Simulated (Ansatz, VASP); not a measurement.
# Cross-check of SnH2 between VASP and Ansatz, part 2 of 2

Wanted: the spread between two codes on one cell, functional and k mesh. The cell is generated by rule, not measured, and may not be a known phase. The cell is taken from a series of runs on this material, whose earlier steps may have relaxed, scaled, displaced or heated it; both programs get it as it stands.

VASP 6.6.1 and Ansatz 0.2.0.

So far. Step 2 (VASP: single point, PBE, pair 1): The run ends at a pressure of -0.05 GPa, with forces up to 0.16 eV/Å. Step 3 (Ansatz: single point, PBE, pair 1): The run ends at a pressure of 0.11 GPa, with forces up to 0.17 eV/Å.

## Step 5: VASP: single point, PBE, pair 2

Level of this step: PBE; plane waves and PAW (Sn_d, H); invented cell (VASP).

With cell and atoms fixed, the geometry can't cause a difference; cores, projectors, grids and the points listed under the comparison can.

The input, INCAR:

```
SYSTEM = SnH2
PREC = Accurate
ENCUT = 500
EDIFF = 1E-06
NELM = 120
ISMEAR = 1
SIGMA = 0.2
LREAL = .FALSE.
ALGO = Normal
GGA = PE
NBANDS = 44
LORBIT = 11
LWAVE = .FALSE.
LCHARG = .FALSE.
ISIF = 2
LASPH = .TRUE.
GGA_COMPAT = .FALSE.
KPAR = 2
```

The input, POSCAR:

```
SnH2
1.0
    4.8575969519      0.0000000000      3.6419952209
    4.8575969519      0.0000000000     -3.6419952209
    0.0000000000      4.8575969519      3.6419952209
Sn H
4 8
Direct
    0.0000000000      0.0000000000      0.0000000000
    0.5000000000      0.5000000000      0.0000000000
    0.2500000000      0.2500302751      0.5000302751
    0.7500000000      0.7499697249      0.4999697249
    0.9807797661      0.3302927513      0.3110725174
    0.5192202339      0.7918522835      0.3110725174
    0.0192202339      0.6697072487      0.6889274826
    0.4807797661      0.2081477165      0.6889274826
    0.5610725174      0.2491371694      0.1880646520
    0.0610725174      0.7508628306      0.1897903132
    0.9389274826      0.2491371694      0.8102096868
    0.4389274826      0.7508628306      0.8119353480
```

The input, KPOINTS:

```
Automatic mesh
0
Gamma
8 8 8
0 0 0
```

The projector-augmented-wave data sets are Sn_d and H (PBE family, release 64).

Launch:

```
> mpirun -np 2 vasp_std
```

Numbers of over 12 decimals in the logs are rounded to 6 here.

Log:

```text
[... set-up lines as in an earlier step ...]
 entering main loop
       N       E                     dE             d eps       ncg     rms          rms(c)
DAV:   1     0.609876090198E+03    0.60988E+03   -0.29607E+04  8836   0.190E+03
DAV:   2     0.566559003790E+02   -0.55322E+03   -0.53333E+03  8368   0.534E+02
DAV:   3    -0.331320490938E+02   -0.89788E+02   -0.86948E+02  9556   0.183E+02
DAV:   4    -0.381985294217E+02   -0.50665E+01   -0.49992E+01  9884   0.456E+01
[...]
DAV:  12    -0.368592045529E+02    0.43706E-04   -0.12412E-04  9240   0.700E-02    0.154E-02
DAV:  13    -0.368591990232E+02    0.55297E-05   -0.21076E-05  8948   0.215E-02    0.407E-03
DAV:  14    -0.368591988547E+02    0.16850E-06   -0.20968E-06  6512   0.897E-03
   1 F= -.36859199E+02 E0= -.36860609E+02  d E =0.423086E-02
```

OUTCAR, selected parts (step 5):

```text
  Total       -0.1110839     -0.1110839      0.5574758     -0.1000359      0.0000000      0.0000000
  in kB       -1.0354987     -1.0354987      5.1966600     -0.9325117      0.0000000      0.0000000
  external PRESSURE =       1.0418875 kB  Pullay stress =       0.0000000 kB

 POSITION                                       TOTAL-FORCE (eV/Angst)
 -----------------------------------------------------------------------------------
      0.00000      0.00000      0.00000         0.000000      0.000000     -0.000000
      4.85760      0.00000      0.00000         0.000000      0.000000     -0.000000
      2.42895      2.42895      1.82100         0.031703      0.031703     -0.000000
      7.28625      2.42865      1.82100        -0.031703     -0.031703      0.000000
      6.36866      1.51106      3.50200         0.001911      0.001911     -0.249758
      6.36866      1.51106      0.14000         0.001911      0.001911      0.249758
      3.34653      3.34653      0.14000        -0.001911     -0.001911      0.249758
      3.34653      3.34653      3.50200        -0.001911     -0.001911     -0.249758
      3.93567      0.91354      1.82100        -0.006942     -0.011760      0.000000
      3.94405      0.92192     -1.82100         0.011760      0.006942      0.000000
      5.77114      3.93567      5.46299        -0.011760     -0.006942     -0.000000
      5.77952      3.94405      1.82100         0.006942      0.011760     -0.000000
 -----------------------------------------------------------------------------------
    total drift:                                0.000000      0.000000      0.000000

  FREE ENERGIE OF THE ION-ELECTRON SYSTEM (eV)
  ---------------------------------------------------
  free  energy   TOTEN  =       -36.8591988547 eV

  energy  without entropy=      -36.8634297129  energy(sigma->0) =      -36.86060914

[... 2 parts as in an earlier step ...]

[... 1 further part left out ...]
[key lines of the parts left out:]
E-fermi :   4.9791
```

The run ends at a pressure of 0.10 GPa, with forces up to 0.25 eV/Å.

## Step 6: Ansatz: single point, PBE, pair 2

The same cell, functional, mesh and smearing now go to Ansatz, which takes its cutoff from its data sets.

The cell is taken from a series of runs on this material, whose earlier steps may have relaxed, scaled, displaced or heated it; both programs get it as it stands.

The input, input.yaml:

```yaml
crystal:
  lattice:
    - [4.8575969519, 0.0, 3.6419952209]
    - [4.8575969519, 0.0, -3.6419952209]
    - [0.0, 4.8575969519, 3.6419952209]
  atoms:
    - { symbol: Sn, position: [0.0, 0.0, 0.0] }
    - { symbol: Sn, position: [0.5, 0.5, 0.0] }
    - { symbol: Sn, position: [0.25, 0.2500302751, 0.5000302751] }
    - { symbol: Sn, position: [0.75, 0.7499697249, 0.4999697249] }
    - { symbol: H, position: [-0.0192202339, 0.3302927513, 0.3110725174] }
    - { symbol: H, position: [0.5192202339, 0.7918522835, 0.3110725174] }
    - { symbol: H, position: [0.0192202339, 0.6697072487, 0.6889274826] }
    - { symbol: H, position: [0.4807797661, 0.2081477165, 0.6889274826] }
    - { symbol: H, position: [0.5610725174, 0.2491371694, 0.188064652] }
    - { symbol: H, position: [0.0610725174, 0.7508628306, 0.1897903132] }
    - { symbol: H, position: [0.9389274826, 0.2491371694, 0.8102096868] }
    - { symbol: H, position: [0.4389274826, 0.7508628306, 0.811935348] }
kpoints:
  mp_grid: { grid: [8, 8, 8] }
hamiltonian:
  xc: pbe
scf:
  occupations: { method: methfessel_paxton, width: 0.2 }
output:
  forces: true
  stress: true
  eigenvalues: true
```

Launch:

```
> ansatz run input.yaml --threads 8 --pin off --max-ram 14336MiB --backend cpu --events-out ev --progress --plain --runs-dir out
```

Log:

```text
[...]
Crystal: 12 atoms, lattice volume = 171.875 Å³
Basis set: ecut = 420 eV, 3329 PW (Γ), exchange–correlation on 90×90×90 points (8 copies of the dense FFT grid, shifted against one another)
Bands: 44, of which v1, the nominal top of the filled ones, is band 32 counted from 1 (31 counted from 0)
Symmetry: 8 space group operations
[...]
k-points: 95 of 512
[...]
k-point 0: bands = [... 28 lower, 2.1306, 2.1313, 4.7983, 5.7625, 5.8916, 8.2273, 8.8660, 9.2355, ... 8 higher]
  k-point 1: bands = [... 28 lower, 2.8340, 2.8783, 4.7004, 5.9264, 6.0079, 8.3150, 8.6114, 8.9863, ... 8 higher]
  k-point 2: bands = [... 28 lower, 3.8110, 3.8556, 4.4604, 6.3592, 6.3713, 7.4967, 8.5639, 9.1097, ... 8 higher]
  k-point 94: bands = [... 28 lower, 3.2025, 3.2142, 7.0348, 7.3120, 8.1219, 8.5118, 9.7842, 9.8762, ... 8 higher]
[key lines of the parts left out:]
SCF converged after 8 iterations
Free energy (F): -24218.221324 eV
Fermi energy:    6.849228 eV
P = ⅓ Tr σ = 0.2386 GPa (2.386 kbar)
```

The run ends at a pressure of 0.24 GPa, with forces up to 0.25 eV/Å.

## Step 7: Comparison

Compared:

```
      quantity  Ansatz  VASP  difference
pressure (GPa)    0.24  0.10       +0.13
```

Forces on 7 of the 12 atoms, those with the largest forces and the largest differences (eV/Å; atoms numbered as in POSCAR):

```
atom          Ansatz x, y, z            VASP x, y, z
 Sn3     0.034, 0.034, 0.000     0.032, 0.032, 0.000
 Sn4   -0.034, -0.034, 0.000   -0.032, -0.032, 0.000
  H5    0.003, 0.003, -0.252    0.002, 0.002, -0.250
  H6     0.003, 0.003, 0.252     0.002, 0.002, 0.250
  H7   -0.003, -0.003, 0.252   -0.002, -0.002, 0.250
  H8  -0.003, -0.003, -0.252  -0.002, -0.002, -0.250
 H11   -0.012, -0.006, 0.000   -0.012, -0.007, 0.000
```

The forces differ by 1.2 meV/Å r.m.s., which is 1.5 % of the r.m.s. force of 0.084 eV/Å (both taken over all components).

## Step 8: VASP: single point, PBE, pair 3

With cell and atoms fixed, the geometry can't cause a difference; cores, projectors, grids and the points listed under the comparison can.

INCAR is that of step 5.

The input, POSCAR:

```
SnH2
1.0
    4.8575969519      0.0000000000      3.6419952209
    4.8575969519      0.0000000000     -3.6419952209
    0.0000000000      4.8575969519      3.6419952209
Sn H
4 8
Direct
    0.0000000000      0.0000000000      0.0000000000
    0.5000000000      0.5000000000      0.0000000000
    0.2500000000      0.2500475752      0.5000475752
    0.7500000000      0.7499524248      0.4999524248
    0.9697967753      0.3412757421      0.3110725174
    0.5302032247      0.7808692927      0.3110725174
    0.0302032247      0.6587242579      0.6889274826
    0.4697967753      0.2191307073      0.6889274826
    0.5610725174      0.2486441234      0.1875716060
    0.0610725174      0.7513558766      0.1902833592
    0.9389274826      0.2486441234      0.8097166408
    0.4389274826      0.7513558766      0.8124283940
```

KPOINTS is that of step 5.

Launch:

```
> mpirun -np 2 vasp_std
```

Log:

```text
[... set-up lines as in an earlier step ...]
 entering main loop
       N       E                     dE             d eps       ncg     rms          rms(c)
DAV:   1     0.610702562390E+03    0.61070E+03   -0.29610E+04  8840   0.190E+03
DAV:   2     0.567097012414E+02   -0.55399E+03   -0.53406E+03  8360   0.535E+02
DAV:   3    -0.332409051896E+02   -0.89951E+02   -0.87128E+02  9552   0.183E+02
DAV:   4    -0.383103375123E+02   -0.50694E+01   -0.50052E+01  9880   0.457E+01
[...]
DAV:  12    -0.369489472398E+02   -0.12229E-04   -0.11710E-04  9772   0.765E-02    0.563E-03
DAV:  13    -0.369489488488E+02   -0.16090E-05   -0.72855E-06  9240   0.138E-02    0.788E-03
DAV:  14    -0.369489480565E+02    0.79232E-06   -0.10025E-06  5468   0.946E-03
   1 F= -.36948948E+02 E0= -.36949819E+02  d E =0.261374E-02
```

From OUTCAR (step 8):

```text
  Total       -0.0147533     -0.0147533      1.0956238     -0.1968416      0.0000000     -0.0000000
  in kB       -0.1375273     -0.1375273     10.2131503     -1.8349114      0.0000000     -0.0000000
  external PRESSURE =       3.3126986 kB  Pullay stress =       0.0000000 kB

 POSITION                                       TOTAL-FORCE (eV/Angst)
 -----------------------------------------------------------------------------------
      0.00000      0.00000      0.00000         0.000000      0.000000     -0.000000
      4.85760      0.00000      0.00000         0.000000      0.000000     -0.000000
      2.42903      2.42903      1.82100         0.019769      0.019769     -0.000000
      7.28616      2.42857      1.82100        -0.019769     -0.019769     -0.000000
      6.36866      1.51106      3.42200        -0.005690     -0.005690     -0.296768
      6.36866      1.51106      0.22000        -0.005690     -0.005690      0.296768
      3.34653      3.34653      0.22000         0.005690      0.005690      0.296768
      3.34653      3.34653      3.42200         0.005690      0.005690     -0.296768
      3.93328      0.91115      1.82100        -0.011660     -0.014972     -0.000000
      3.94645      0.92432     -1.82100         0.014972      0.011660     -0.000000
      5.76874      3.93328      5.46299        -0.014972     -0.011660     -0.000000
      5.78192      3.94645      1.82100         0.011660      0.014972     -0.000000
 -----------------------------------------------------------------------------------
    total drift:                                0.000000     -0.000000     -0.000000

  FREE ENERGIE OF THE ION-ELECTRON SYSTEM (eV)
  ---------------------------------------------------
  free  energy   TOTEN  =       -36.9489480565 eV

  energy  without entropy=      -36.9515617991  energy(sigma->0) =      -36.94981930

[... 2 parts as in an earlier step ...]

[... 1 further part left out ...]
[key lines of the parts left out:]
E-fermi :   4.9234
```

The run ends at a pressure of 0.33 GPa, with forces up to 0.30 eV/Å.

## Step 9: Ansatz: single point, PBE, pair 3

The same cell, functional, mesh and smearing now go to Ansatz, which takes its cutoff from its data sets.

The cell is taken from a series of runs on this material, whose earlier steps may have relaxed, scaled, displaced or heated it; both programs get it as it stands.

The input, input.yaml:

```yaml
crystal:
  lattice:
    - [4.8575969519, 0.0, 3.6419952209]
    - [4.8575969519, 0.0, -3.6419952209]
    - [0.0, 4.8575969519, 3.6419952209]
  atoms:
    - { symbol: Sn, position: [0.0, 0.0, 0.0] }
    - { symbol: Sn, position: [0.5, 0.5, 0.0] }
    - { symbol: Sn, position: [0.25, 0.2500475752, 0.5000475752] }
    - { symbol: Sn, position: [0.75, 0.7499524248, 0.4999524248] }
    - { symbol: H, position: [-0.0302032247, 0.3412757421, 0.3110725174] }
    - { symbol: H, position: [0.5302032247, 0.7808692927, 0.3110725174] }
    - { symbol: H, position: [0.0302032247, 0.6587242579, 0.6889274826] }
    - { symbol: H, position: [0.4697967753, 0.2191307073, 0.6889274826] }
    - { symbol: H, position: [0.5610725174, 0.2486441234, 0.1875716059] }
    - { symbol: H, position: [0.0610725174, 0.7513558766, 0.1902833592] }
    - { symbol: H, position: [0.9389274826, 0.2486441234, 0.8097166408] }
    - { symbol: H, position: [0.4389274826, 0.7513558766, 0.8124283941] }
kpoints:
  mp_grid: { grid: [8, 8, 8] }
hamiltonian:
  xc: pbe
scf:
  occupations: { method: methfessel_paxton, width: 0.2 }
output:
  forces: true
  stress: true
  eigenvalues: true
```

Launch:

```
> ansatz run input.yaml --threads 8 --pin off --max-ram 14336MiB --backend cpu --events-out ev --progress --plain --runs-dir out
```

Log:

```text
[...]
Crystal: 12 atoms, lattice volume = 171.875 Å³
Basis set: ecut = 420 eV, 3329 PW (Γ), exchange–correlation on 90×90×90 points (8 copies of the dense FFT grid, shifted against one another)
Bands: 44, of which v1, the nominal top of the filled ones, is band 32 counted from 1 (31 counted from 0)
Symmetry: 8 space group operations
[...]
k-points: 95 of 512
[...]
k-point 0: bands = [... 28 lower, 2.1359, 2.1830, 4.6821, 5.7507, 6.0318, 8.1736, 8.8676, 9.2185, ... 8 higher]
  k-point 1: bands = [... 28 lower, 2.8265, 2.9307, 4.6221, 5.9140, 6.1001, 8.2590, 8.6127, 8.9916, ... 8 higher]
  k-point 2: bands = [... 28 lower, 3.7857, 3.8885, 4.4444, 6.3436, 6.3742, 7.5142, 8.4906, 9.1375, ... 8 higher]
  k-point 94: bands = [... 28 lower, 3.1953, 3.2219, 6.7854, 7.2909, 8.1169, 8.9066, 9.6602, 9.8555, ... 8 higher]
[key lines of the parts left out:]
SCF converged after 8 iterations
Free energy (F): -24218.311930 eV
Fermi energy:    6.792675 eV
P = ⅓ Tr σ = 0.4869 GPa (4.869 kbar)
```

The run ends at a pressure of 0.49 GPa, with forces up to 0.30 eV/Å.

## Step 10: Comparison

Both answers:

```
      quantity  Ansatz  VASP  difference
pressure (GPa)    0.49  0.33       +0.16
```

Forces on 7 of the 12 atoms, those with the largest forces and the largest differences (eV/Å; atoms numbered as in POSCAR):

```
atom          Ansatz x, y, z            VASP x, y, z
 Sn3     0.024, 0.024, 0.000     0.020, 0.020, 0.000
 Sn4   -0.024, -0.024, 0.000   -0.020, -0.020, 0.000
  H5  -0.004, -0.004, -0.300  -0.006, -0.006, -0.297
  H6   -0.004, -0.004, 0.300   -0.006, -0.006, 0.297
  H7     0.004, 0.004, 0.300     0.006, 0.006, 0.297
  H8    0.004, 0.004, -0.300    0.006, 0.006, -0.297
 H10     0.016, 0.011, 0.000     0.015, 0.012, 0.000
```

The forces differ by 1.8 meV/Å r.m.s., which is 1.8 % of the r.m.s. force of 0.099 eV/Å (both taken over all components).

## Step 11: Summary of results

| Property | Result |
| --- | --- |
| r.m.s. force difference (single point, PBE, pair 1) | 0.77 meV/Å |
| r.m.s. force difference (single point, PBE, pair 2) | 1.2 meV/Å |
| r.m.s. force difference (single point, PBE, pair 3) | 1.8 meV/Å |

What this shows: The r.m.s. force difference is 1.8 meV/Å (single point, PBE, pair 3), within the 12 meV/Å picked in this series as the mark of a large difference. 5 further runs of this series are not shown here. Such differences can come from data sets, numerical settings and the points named under the comparisons, not from the functional's error against experiment.

[Lines on the potential files, build, host, timing and source positions are cut from VASP's logs without a mark.]

[Logs are printed without paths, hosts, clocks, repeated set-up lines and the standing remarks that a program may print on its own settings, such as how far it seeks lower states.]

[Hosts, paths, dates, database ids (printed as entryN), source tags and the programs' standing remarks are cut or masked in the printed files.]
